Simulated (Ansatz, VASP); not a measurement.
# Cross-check of Ru ((11-22) twin boundary in hcp Ru) between VASP and Ansatz

Aim: how closely do two programs agree when they are given the same cell, functional and k mesh? Of the first pair: The structure shown is the start of the Ansatz relaxation below; VASP solves that cell, so the two are compared at the walk's first step.

Program: Ansatz 0.2.0. Level of theory: plane waves, with VASP 6.6.1 beside it; single point at PBE. Results are calculated unless marked as measured.

**1. Set-up**

The cell holds 72 atoms: 72 Ru. Cell: a = 9.405 Å, b = 6.914 Å, c = 21.166 Å, α = 90.0°, β = 90.0°, γ = 132.9°. It derives from Ru. Two grains of Ru, one the mirror image of the other in the boundary plane, two boundaries a cell; of 6 trial joints (lateral shifts, openings, close atoms taken out) the lowest after a short relaxation with the MACE-MP-0b2 potential was kept (shift [0, 0] of the surface cell, opening 0.00 A, one of each pair under 1.88 A removed), then its atoms and the cell's length along the normal were relaxed with that potential. Lattice constants are starting values near those of PBE. The structure's axis is c.

**2. Ansatz: relaxation, PBE**

Ansatz runs on its default PAW (the set named soft_2) files.

The two programs are compared at the cell with which this relaxation starts, whose forces are those of its first step.

input.yaml reads:

```yaml
crystal:
  lattice:
    - [9.40504, 0.0, 0.0]
    - [-4.70252, 5.06849, 0.0]
    - [0.0, 0.0, 21.16618]
  atoms:
    - { symbol: Ru, position: [0.15206, 0.30207, 0.0] }
    - { symbol: Ru, position: [0.31668, 0.80207, 0.0] }
    - { symbol: Ru, position: [0.46519, 0.43311, 0.05967] }
    - { symbol: Ru, position: [0.13458, 0.93311, 0.05967] }
    - { symbol: Ru, position: [0.28857, 0.57604, 0.1119] }
    - { symbol: Ru, position: [0.45414, 0.07604, 0.1119] }
    - { symbol: Ru, position: [0.10749, 0.71384, 0.16816] }
    - { symbol: Ru, position: [0.27302, 0.21384, 0.16816] }
    - { symbol: Ru, position: [0.42955, 0.85948, 0.22233] }
    - { symbol: Ru, position: [0.0966, 0.35948, 0.22233] }
    - { symbol: Ru, position: [0.25261, 0.00559, 0.27761] }
    - { symbol: Ru, position: [0.41965, 0.50559, 0.27761] }
    - { symbol: Ru, position: [0.07618, 0.15123, 0.33179] }
    - { symbol: Ru, position: [0.24172, 0.65123, 0.33179] }
    - { symbol: Ru, position: [0.39507, 0.28907, 0.38808] }
    - { symbol: Ru, position: [0.06067, 0.78907, 0.38808] }
    - { symbol: Ru, position: [0.21462, 0.43195, 0.44031] }
    - { symbol: Ru, position: [0.384, 0.93195, 0.44031] }
    - { symbol: Ru, position: [0.03247, 0.5629, 0.50002] }
    - { symbol: Ru, position: [0.19709, 0.0629, 0.50002] }
    - { symbol: Ru, position: [0.4652, 0.43311, 0.94032] }
    - { symbol: Ru, position: [0.13458, 0.93311, 0.94032] }
    - { symbol: Ru, position: [0.28857, 0.57605, 0.88811] }
    - { symbol: Ru, position: [0.45415, 0.07605, 0.88811] }
    - { symbol: Ru, position: [0.1075, 0.71386, 0.83184] }
    - { symbol: Ru, position: [0.27303, 0.21386, 0.83184] }
    - { symbol: Ru, position: [0.42956, 0.8595, 0.77767] }
    - { symbol: Ru, position: [0.0966, 0.3595, 0.77767] }
    - { symbol: Ru, position: [0.2526, 0.00558, 0.7224] }
    - { symbol: Ru, position: [0.41965, 0.50558, 0.7224] }
    - { symbol: Ru, position: [0.07618, 0.15123, 0.66823] }
    - { symbol: Ru, position: [0.24172, 0.65123, 0.66823] }
    - { symbol: Ru, position: [0.39507, 0.28906, 0.61195] }
    - { symbol: Ru, position: [0.06067, 0.78906, 0.61195] }
    - { symbol: Ru, position: [0.21462, 0.43195, 0.55972] }
    - { symbol: Ru, position: [0.38399, 0.93195, 0.55972] }
    - { symbol: Ru, position: [0.65206, 0.30207, 0.0] }
    - { symbol: Ru, position: [0.81668, 0.80207, 0.0] }
    - { symbol: Ru, position: [0.96519, 0.43311, 0.05967] }
    - { symbol: Ru, position: [0.63458, 0.93311, 0.05967] }
    - { symbol: Ru, position: [0.78857, 0.57604, 0.1119] }
    - { symbol: Ru, position: [0.95414, 0.07604, 0.1119] }
    - { symbol: Ru, position: [0.60749, 0.71384, 0.16816] }
    - { symbol: Ru, position: [0.77302, 0.21384, 0.16816] }
    - { symbol: Ru, position: [0.92955, 0.85948, 0.22233] }
    - { symbol: Ru, position: [0.5966, 0.35948, 0.22233] }
    - { symbol: Ru, position: [0.75261, 0.00559, 0.27761] }
    - { symbol: Ru, position: [0.91965, 0.50559, 0.27761] }
    - { symbol: Ru, position: [0.57618, 0.15123, 0.33179] }
    - { symbol: Ru, position: [0.74172, 0.65123, 0.33179] }
    - { symbol: Ru, position: [0.89507, 0.28907, 0.38808] }
    - { symbol: Ru, position: [0.56067, 0.78907, 0.38808] }
    - { symbol: Ru, position: [0.71462, 0.43195, 0.44031] }
    - { symbol: Ru, position: [0.884, 0.93195, 0.44031] }
    - { symbol: Ru, position: [0.53247, 0.5629, 0.50002] }
    - { symbol: Ru, position: [0.69709, 0.0629, 0.50002] }
    - { symbol: Ru, position: [0.9652, 0.43311, 0.94032] }
    - { symbol: Ru, position: [0.63458, 0.93311, 0.94032] }
    - { symbol: Ru, position: [0.78857, 0.57605, 0.88811] }
    - { symbol: Ru, position: [0.95415, 0.07605, 0.88811] }
    - { symbol: Ru, position: [0.6075, 0.71386, 0.83184] }
    - { symbol: Ru, position: [0.77303, 0.21386, 0.83184] }
    - { symbol: Ru, position: [0.92956, 0.8595, 0.77767] }
    - { symbol: Ru, position: [0.5966, 0.3595, 0.77767] }
    - { symbol: Ru, position: [0.7526, 0.00558, 0.7224] }
    - { symbol: Ru, position: [0.91965, 0.50558, 0.7224] }
    - { symbol: Ru, position: [0.57618, 0.15123, 0.66823] }
    - { symbol: Ru, position: [0.74172, 0.65123, 0.66823] }
    - { symbol: Ru, position: [0.89507, 0.28906, 0.61195] }
    - { symbol: Ru, position: [0.56067, 0.78906, 0.61195] }
    - { symbol: Ru, position: [0.71462, 0.43195, 0.55972] }
    - { symbol: Ru, position: [0.88399, 0.93195, 0.55972] }
kpoints:
  mp_grid: { grid: [3, 5, 1] }
hamiltonian:
  xc: pbe
scf:
  occupations: { method: fermi_dirac, width: 0.1 }
output:
  forces: true
relax:
  f_tol: 0.05
  max_steps: 120
```

Started as:

```console
$ ansatz run input.yaml --threads 6 --pin off --max-ram 102400MiB --backend cuda --events-out ev --progress --plain --runs-dir out
```

Numbers of over 12 decimals in the logs are rounded to 6 here.

What it wrote:

```text
Warning: the atoms were moved onto the symmetric positions of the space group found under crystal.symmetry.tolerance 1.0e-5 (fractional; no operation is sought that the atoms, as they stand in a round, miss by more than twice it, and no atom is moved by as much as it), and the run uses the moved positions. Before a round's move an operation carried an atom to 1.10e-4 Å from where it should land, the largest such dist [...]
[...]
atom  23  Ru     0.00081366     0.00244697    -0.01157327
  atom  24  Ru    -0.00075774     0.00241238    -0.01202482
  atom  25  Ru     0.00466764     0.00010487    -0.01128412
  atom  26  Ru    -0.00452697     0.00059633    -0.01138894
  atom  27  Ru     0.00226471     0.00066539    -0.00224291
  atom  28  Ru    -0.00207493     0.00069046    -0.00275759
  atom  29  Ru     0.00224756    -0.00063913     0.00333413
  atom  30  Ru    -0.00244700    -0.00064324     0.00281222
  atom  31  Ru     0.00460930    -0.00070489     0.01246271
  atom  32  Ru    -0.00474992    -0.00019546     0.01233928
  atom  33  Ru     0.00063824    -0.00262571     0.01295967
  atom  34  Ru    -0.00071558    -0.00264598     0.01247186
  atom  35  Ru     0.00040793     0.00014830    -0.01215998
  atom  36  Ru     0.00006220     0.00055405    -0.01148072
  atom  37  Ru    -0.00266529    -0.00278718    -0.00008185
  atom  38  Ru     0.00275425    -0.00213454    -0.00008237
  atom  39  Ru     0.00005398    -0.00049281    -0.01012106
  atom  40  Ru    -0.00049307    -0.00013459    -0.01061538
  atom  41  Ru     0.00077019     0.00243001     0.01131305
  atom  42  Ru    -0.00071412     0.00239521     0.01176592
  atom  43  Ru     0.00459338     0.00006881     0.01105063
  atom  44  Ru    -0.00445447     0.00055948     0.01116074
  atom  45  Ru     0.00219441     0.00062719     0.00208063
  atom  46  Ru    -0.00200610     0.00065121     0.00260031
[...]
atom  65  Ru     0.00224756    -0.00063913     0.00333413
  atom  66  Ru    -0.00244700    -0.00064324     0.00281222
  atom  67  Ru     0.00460930    -0.00070489     0.01246271
  atom  68  Ru    -0.00474992    -0.00019546     0.01233928
  atom  69  Ru     0.00063824    -0.00262571     0.01295967
  atom  70  Ru    -0.00071558    -0.00264598     0.01247186
  atom  71  Ru     0.00040793     0.00014830    -0.01215998
  atom  72  Ru     0.00006220     0.00055405    -0.01148072
  max |Σ_I F_I| component: 2.48e-6 eV/Å
--- Relaxed structure (5 steps of the walk, 4 accepted, 0 SCFs on fresh bases) ---
  F+E_penalty+E_count = -423262.16423385 eV   max|allowed force component| = 1.296e-2 eV/Å
  atoms:
    - { symbol: Ru, position: [0.146784, 0.290380, 7.829736711724295e-6] }
    - { symbol: Ru, position: [0.309921, 0.790279, 7.82859665729462e-6] }
    - { symbol: Ru, position: [0.468448, 0.434645, 0.060072] }
    - { symbol: Ru, position: [0.132579, 0.934732, 0.060027] }
    - { symbol: Ru, position: [0.289093, 0.575150, 0.111684] }
    - { symbol: Ru, position: [0.452596, 0.075143, 0.111720] }
    - { symbol: Ru, position: [0.109142, 0.718040, 0.168492] }
    - { symbol: Ru, position: [0.275426, 0.218012, 0.168539] }
    - { symbol: Ru, position: [0.429340, 0.858870, 0.221977] }
    - { symbol: Ru, position: [0.096081, 0.358787, 0.221955] }
    - { symbol: Ru, position: [0.253118, 0.00628073, 0.278067] }
    - { symbol: Ru, position: [0.419863, 0.506199, 0.278045] }
    - { symbol: Ru, position: [0.073778, 0.147063, 0.331483] }
    - { symbol: Ru, position: [0.240063, 0.647036, 0.331529] }
    - { symbol: Ru, position: [0.396613, 0.289936, 0.388300] }
    - { symbol: Ru, position: [0.060112, 0.789929, 0.388336] }
    - { symbol: Ru, position: [0.216621, 0.430330, 0.439982] }
    - { symbol: Ru, position: [0.380747, 0.930417, 0.439938] }
    - { symbol: Ru, position: [0.039276, 0.574774, 0.500004] }
    - { symbol: Ru, position: [0.202404, 0.074673, 0.500004] }
    - { symbol: Ru, position: [0.468448, 0.434643, 0.939943] }
    - { symbol: Ru, position: [0.132578, 0.934731, 0.939988] }
    - { symbol: Ru, position: [0.289091, 0.575148, 0.888331] }
    - { symbol: Ru, position: [0.452595, 0.075141, 0.888295] }
[...]
- { symbol: Ru, position: [0.753117, 0.0062808, 0.721945] }
    - { symbol: Ru, position: [0.919864, 0.506199, 0.721967] }
    - { symbol: Ru, position: [0.573777, 0.147065, 0.668528] }
    - { symbol: Ru, position: [0.740065, 0.647037, 0.668481] }
    - { symbol: Ru, position: [0.896613, 0.289937, 0.611709] }
    - { symbol: Ru, position: [0.560113, 0.789930, 0.611673] }
    - { symbol: Ru, position: [0.716623, 0.430333, 0.560026] }
    - { symbol: Ru, position: [0.880748, 0.930419, 0.560070] }
```

**3. VASP: single point, PBE, start cell, pair 1**

The same cell, functional, mesh and smearing now go to VASP, with its own data sets.

Lines of VASP's logs that name or quote its potential files are left out, and so is its time.

INCAR reads:

```
SYSTEM = Ru
PREC = Accurate
ENCUT = 400
EDIFF = 1E-06
NELM = 120
ISMEAR = -1
SIGMA = 0.1
LREAL = Auto
ALGO = Normal
GGA = PE
NBANDS = 584
LASPH = .TRUE.
LORBIT = 11
LWAVE = .FALSE.
LCHARG = .FALSE.
ISIF = 2
GGA_COMPAT = .FALSE.
KPAR = 8
```

POSCAR reads:

```
Ru
1.0
    9.4050400000      0.0000000000      0.0000000000
   -4.7025200000      5.0684900000      0.0000000000
    0.0000000000      0.0000000000     21.1661800000
Ru
72
Direct
    0.1520535539      0.3020677756      0.0000000000
    0.3166738000      0.8020677756      0.0000000000
    0.4651932621      0.4331127220      0.0596706633
    0.1345790382      0.9331127220      0.0596706633
    0.2885695044      0.5760438513      0.1119002106
    0.4541339252      0.0760438513      0.1119002106
    0.1074817123      0.7138363694      0.1681597719
    0.2730142354      0.2138363694      0.1681597719
    0.4295455542      0.8594813248      0.2223310961
    0.0965953488      0.3594813248      0.2223310961
    0.2526020214      0.0055889427      0.2776079576
    0.4196464996      0.5055889426      0.2776079576
    0.0761767552      0.1512338981      0.3317887309
    0.2417167211      0.6512338981      0.3317887309
    0.3950624412      0.2890658756      0.3880813638
    0.0606630128      0.7890658756      0.3880813638
    0.2146149560      0.4319486672      0.4403109111
    0.3839932894      0.9319486672      0.4403109111
    0.0324726509      0.5629038432      0.5000193705
    0.1970907705      0.0629038431      0.5000193705
    0.4651959202      0.4331127220      0.9403208326
    0.1345763800      0.9331127220      0.9403208326
    0.2885638042      0.5760537162      0.8881101833
    0.4541494902      0.0760537162      0.8881101833
    0.1074915772      0.7138560992      0.8318411730
    0.2730241002      0.2138560991      0.8318411730
    0.4295607354      0.8595010546      0.7776698488
    0.0965998974      0.3595010545      0.7776698488
    0.2525970889      0.0055790778      0.7223977118
    0.4196415672      0.5055790778      0.7223977118
    0.0761767552      0.1512338981      0.6682311121
    0.2417167211      0.6512338981      0.6682311121
    0.3950575087      0.2890560108      0.6119479283
    0.0606580804      0.7890560108      0.6119479283
    0.2146176142      0.4319486672      0.5597183809
    0.3839906312      0.9319486672      0.5597183809
    0.6520535539      0.3020677756      0.0000000000
    0.8166738000      0.8020677756      0.0000000000
    0.9651932620      0.4331127220      0.0596706633
    0.6345790382      0.9331127220      0.0596706633
    0.7885695044      0.5760438513      0.1119002106
    0.9541339252      0.0760438513      0.1119002106
    0.6074817123      0.7138363694      0.1681597719
    0.7730142354      0.2138363694      0.1681597719
    0.9295455542      0.8594813248      0.2223310961
    0.5965953488      0.3594813248      0.2223310961
    0.7526020214      0.0055889427      0.2776079576
    0.9196464996      0.5055889426      0.2776079576
    0.5761767552      0.1512338981      0.3317887309
    0.7417167211      0.6512338981      0.3317887309
    0.8950624412      0.2890658756      0.3880813638
    0.5606630128      0.7890658756      0.3880813638
    0.7146149560      0.4319486672      0.4403109111
    0.8839932894      0.9319486672      0.4403109111
    0.5324726509      0.5629038432      0.5000193705
    0.6970907705      0.0629038431      0.5000193705
    0.9651959202      0.4331127220      0.9403208326
    0.6345763801      0.9331127220      0.9403208326
    0.7885638043      0.5760537162      0.8881101833
    0.9541494902      0.0760537162      0.8881101833
    0.6074915772      0.7138560992      0.8318411730
    0.7730241002      0.2138560991      0.8318411730
    0.9295607354      0.8595010546      0.7776698488
    0.5965998974      0.3595010545      0.7776698488
    0.7525970889      0.0055790778      0.7223977118
    0.9196415672      0.5055790778      0.7223977118
    0.5761767552      0.1512338981      0.6682311121
    0.7417167211      0.6512338981      0.6682311121
    0.8950575087      0.2890560108      0.6119479283
    0.5606580804      0.7890560108      0.6119479283
    0.7146176142      0.4319486672      0.5597183809
    0.8839906312      0.9319486672      0.5597183809
```

KPOINTS reads:

```
Automatic mesh
0
Gamma
3 5 1
0 0 0
```

PAW data sets: Ru_pv (PBE family, release 64).

Started as:

```console
$ mpirun -np 8 vasp_std
```

What it wrote:

```text
[banner, memory and clock lines left out]
running    8 mpi-ranks, on    1 nodes
[...]
|                                                                             |
|           W    W    AA    RRRRR   N    N  II  N    N   GGGG   !!!           |
|           W    W   A  A   R    R  NN   N  II  NN   N  G    G  !!!           |
|           W    W  A    A  R    R  N N  N  II  N N  N  G       !!!           |
|           W WW W  AAAAAA  RRRRR   N  N N  II  N  N N  G  GGG   !            |
|           WW  WW  A    A  R   R   N   NN  II  N   NN  G    G                |
|           W    W  A    A  R    R  N    N  II  N    N   GGGG   !!!           |
|                                                                             |
|     For optimal performance we recommend to set                             |
|       NCORE = 2 up to number-of-cores-per-socket                            |
|     NCORE specifies how many cores store one orbital (NPAR=cpu/NCORE).      |
|     This setting can greatly improve the performance of VASP for DFT.       |
[...]
|                                                                             |
|        The reciprocal lattice is base centered orthorhombic,                |
|        whereas your k-lattice is simple monoclinic.                         |
|                                                                             |
|     Results are often still useful ...                                      |
|                                                                             |

 POSCAR, INCAR and KPOINTS ok, starting setup
[...]
entering main loop
       N       E                     dE             d eps       ncg     rms          rms(c)
DAV:   1     0.122323388280E+05    0.12232E+05   -0.52207E+05  9736   0.159E+03
DAV:   2    -0.314715497638E+02   -0.12264E+05   -0.11948E+05  9528   0.554E+02
DAV:   3    -0.664845595495E+03   -0.63337E+03   -0.59083E+03 12352   0.114E+02
DAV:   4    -0.707893977692E+03   -0.43048E+02   -0.41604E+02 11776   0.218E+01
[...]
DAV:  22    -0.661183753811E+03    0.17270E-05   -0.28932E-06  7920   0.618E-03    0.640E-03
DAV:  23    -0.661183751042E+03    0.27696E-05   -0.12815E-06  5848   0.358E-03    0.239E-03
DAV:  24    -0.661183751000E+03    0.42026E-07   -0.37963E-07  5528   0.204E-03
   1 F= -.66118375E+03 E0= -.66010118E+03  d E =-.216514E+01
```

From OUTCAR (step 3):

```text
 POSITION                                       TOTAL-FORCE (eV/Angst)
 -----------------------------------------------------------------------------------
      0.00959      1.53103      0.00000         0.133191     -0.464979      0.000392
     -0.79341      4.06527      0.00000        -0.133191     -0.464979      0.000392
      2.33844      2.19523      1.26300         0.389676      0.122474      0.098808
     -3.12226      4.72947      1.26300        -0.389676      0.122474      0.098808
      0.00515      2.91967      2.36850         0.095885      0.029282      0.005171
      3.91355      0.38543      2.36850        -0.095885      0.029282      0.005171
     -2.34596      3.61807      3.55930        -0.061867      0.167965      0.004694
      1.56214      1.08383      3.55930         0.061867      0.167965      0.004694
     -0.00184      4.35627      4.70590        -0.009286     -0.035442     -0.063949
     -0.78199      1.82203      4.70590         0.009286     -0.035442     -0.063949
      2.34945      0.02833      5.87590        -0.011357      0.035442      0.071475
      1.56925      2.56257      5.87590         0.011357      0.035442      0.071475
      0.00526      0.76653      7.02270        -0.061852     -0.166401      0.000382
     -0.78908      3.30077      7.02270         0.061852     -0.166401      0.000382
[...]
-----------------------------------------------------------------------------------
    total drift:                                0.000530     -0.026784      0.002905

  FREE ENERGIE OF THE ION-ELECTRON SYSTEM (eV)
  ---------------------------------------------------
  free  energy   TOTEN  =      -661.1837509997 eV

  energy  without entropy=     -659.0186138284  energy(sigma->0) =     -660.10118241
```

The run ends at a pressure of -3.53 GPa, with forces up to 0.49 eV/Å.

**4. Comparison**

Known differences besides the potentials themselves: the data sets hold 1152 valence electrons in Ansatz (on its default PAW (the set named soft_2) files) and 1008 in VASP; Ansatz takes its cutoff from its data sets, VASP runs at 400 eV. Total energies have different zeros and are not compared.

Forces on 10 of the 72 atoms, those with the largest forces and the largest differences (eV/Å; atoms numbered as in POSCAR):

```tsv
atom	Ansatz x, y, z	VASP x, y, z
Ru2	-0.132, -0.469, 0.000	-0.133, -0.465, 0.000
Ru4	-0.398, 0.127, 0.088	-0.390, 0.122, 0.099
Ru19	0.133, 0.471, -0.001	0.134, 0.468, -0.001
Ru20	-0.139, 0.467, -0.001	-0.134, 0.468, -0.001
Ru37	0.138, -0.464, 0.000	0.133, -0.465, 0.000
Ru38	-0.132, -0.469, 0.000	-0.133, -0.465, 0.000
Ru40	-0.398, 0.127, 0.088	-0.390, 0.122, 0.099
Ru55	0.133, 0.471, -0.001	0.134, 0.468, -0.001
Ru56	-0.139, 0.467, -0.001	-0.134, 0.468, -0.001
Ru58	-0.397, 0.128, -0.085	-0.389, 0.123, -0.097
```

The forces differ by 4.1 meV/Å r.m.s., which is 2.6 % of the r.m.s. force of 0.159 eV/Å (both taken over all components).

**5. Ansatz: relaxation, PBE**

This run makes the geometry at which the two programs are then compared.

The structure compared here is the end of the Ansatz relaxation.

input.yaml is that of step 2.

Started as:

```console
$ ansatz run input.yaml --threads 6 --pin off --max-ram 102400MiB --backend cuda --events-out ev --progress --plain --runs-dir out
```

What it wrote:

```text
[...]
atom  23  Ru     0.00081366     0.00244697    -0.01157327
  atom  24  Ru    -0.00075774     0.00241238    -0.01202482
  atom  25  Ru     0.00466764     0.00010487    -0.01128412
  atom  26  Ru    -0.00452697     0.00059633    -0.01138894
  atom  27  Ru     0.00226471     0.00066539    -0.00224291
  atom  28  Ru    -0.00207493     0.00069046    -0.00275759
  atom  29  Ru     0.00224756    -0.00063913     0.00333413
  atom  30  Ru    -0.00244700    -0.00064324     0.00281222
[...]
- { symbol: Ru, position: [0.468448, 0.434645, 0.060072] }
    - { symbol: Ru, position: [0.132579, 0.934732, 0.060027] }
    - { symbol: Ru, position: [0.289093, 0.575150, 0.111684] }
    - { symbol: Ru, position: [0.452596, 0.075143, 0.111720] }
    - { symbol: Ru, position: [0.109142, 0.718040, 0.168492] }
    - { symbol: Ru, position: [0.275426, 0.218012, 0.168539] }
[...]
- { symbol: Ru, position: [0.896613, 0.289937, 0.611709] }
    - { symbol: Ru, position: [0.560113, 0.789930, 0.611673] }
    - { symbol: Ru, position: [0.716623, 0.430333, 0.560026] }
    - { symbol: Ru, position: [0.880748, 0.930419, 0.560070] }
```

(Continued in part 2 of 2.)

[Lines on the potential files, build, host, timing and source positions are cut from VASP's logs without a mark.]

[Logs are printed without paths, hosts, clocks, repeated set-up lines and the standing remarks that a program may print on its own settings, such as how far it seeks lower states.]

[Hosts, paths, dates, database ids (printed as entryN), source tags and the programs' standing remarks are cut or masked in the printed files.]
